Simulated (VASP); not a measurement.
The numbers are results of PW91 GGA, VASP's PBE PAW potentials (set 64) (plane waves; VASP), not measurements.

Input for VASP

### INCAR
```
# general
SYSTEM=KCl
PREC  =Accurate
ENCUT =520
LREAL =.FALSE.   # projection in real space or not
LASPH =.TRUE.   # aspherical one-centre terms
ICHARG=11   # fixed density

# electronic loop
EDIFF =1E-7
NELM  =100   # most electronic steps
ALGO  =Normal   # blocked Davidson

# smearing
ISMEAR=0
SIGMA =0.05   # width (eV)

# functional
GGA   =91   # PW91

# output
LWAVE =.FALSE.
LCHARG=.FALSE.
LORBIT=11
```

**POSCAR**
```
KCl
1
    0.0000000000     3.1897618059     3.1897618059
    3.1897618059     0.0000000000     3.1897618059
    3.1897618059     3.1897618059     0.0000000000
K Cl
1 1
Direct
  0.0000000000   0.0000000000   0.0000000000
  0.5000000000   0.5000000000   0.5000000000
```

**KPOINTS**
```
k-points along high-symmetry lines
15
Line-mode
Reciprocal
  0.000000   0.000000   0.000000 ! GAMMA
  0.500000   0.000000   0.500000 ! X

  0.500000   0.000000   0.500000 ! X
  0.625000   0.250000   0.625000 ! U

  0.375000   0.375000   0.750000 ! K
  0.000000   0.000000   0.000000 ! GAMMA

  0.000000   0.000000   0.000000 ! GAMMA
  0.500000   0.500000   0.500000 ! L

  0.500000   0.500000   0.500000 ! L
  0.500000   0.250000   0.750000 ! W

  0.500000   0.250000   0.750000 ! W
  0.500000   0.000000   0.500000 ! X
```

POTCAR, in this order: K_sv Cl (PBE.64 set). Program: vasp_std. Read from the step before: CHGCAR.

The resulting files:

OSZICAR:
```
       N       E                     dE             d eps       ncg     rms          rms(c)
DAV:   1     0.103995945125E+03    0.10400E+03   -0.72887E+03  2160   0.119E+03
DAV:   2     0.687615870982E+00   -0.10331E+03   -0.96145E+02  2620   0.275E+02
DAV:   3    -0.623771800289E+01   -0.69253E+01   -0.68773E+01  2784   0.655E+01
DAV:   4    -0.653633493701E+01   -0.29862E+00   -0.29828E+00  3900   0.122E+01
DAV:   5    -0.653828440801E+01   -0.19495E-02   -0.19494E-02  2792   0.972E-01
DAV:   6    -0.653833050543E+01   -0.46097E-04   -0.46097E-04  3264   0.117E-01
DAV:   7    -0.653833108702E+01   -0.58158E-06   -0.58156E-06  3024   0.155E-02
DAV:   8    -0.653833110169E+01   -0.14674E-07   -0.14714E-07  2712   0.221E-03
   1 F= -.65383311E+01 E0= -.65383311E+01  d E =-.960982E-12
```

**OUTCAR**
```
 val. band max:       -2.0537178617   @ k =   0.0000   0.0000   0.0000

 cond. band min:       3.0287239698   @ k =   0.0000   0.0000   0.0000



 k-point     1 :       0.0000    0.0000    0.0000
  band No.  band energies     occupation
      1     -29.3035      2.00000
      2     -14.0959      2.00000
      3     -12.8208      2.00000
      4     -12.8208      2.00000
      5     -12.8208      2.00000
      6      -2.0537      2.00000
      7      -2.0537      2.00000
      8      -2.0537      2.00000
      9       3.0287      0.00000
     10       6.3095      0.00000
     11       6.3095      0.00000
     12       6.3095      0.00000

 k-point     2 :       0.0357    0.0000    0.0357
  band No.  band energies     occupation
      1     -29.3034      2.00000
      2     -14.0993      2.00000
      3     -12.8214      2.00000
      4     -12.8214      2.00000
      5     -12.8157      2.00000
      6      -2.0779      2.00000
      7      -2.0572      2.00000
      8      -2.0572      2.00000
      9       3.0698      0.00000
     10       6.2714      0.00000
     11       6.3413      0.00000
     12       6.3413      0.00000

 k-point     3 :       0.0714    0.0000    0.0714
  band No.  band energies     occupation
      1     -29.3030      2.00000
      2     -14.1086      2.00000
      3     -12.8231      2.00000
      4     -12.8231      2.00000
      5     -12.8018      2.00000
      6      -2.1454      2.00000
      7      -2.0675      2.00000
      8      -2.0675      2.00000
      9       3.1879      0.00000
     10       6.1646      0.00000
     11       6.4360      0.00000
     12       6.4360      0.00000

 k-point     4 :       0.1071    0.0000    0.1071
  band No.  band energies     occupation
      1     -29.3023      2.00000
      2     -14.1213      2.00000
      3     -12.8259      2.00000
      4     -12.8259      2.00000
      5     -12.7826      2.00000
      6      -2.2433      2.00000
      7      -2.0835      2.00000
...
```

The density is held fixed in this step, so its total energy and stress have no physical meaning.

The compound is KCl in the rock salt structure. It was relaxed first.
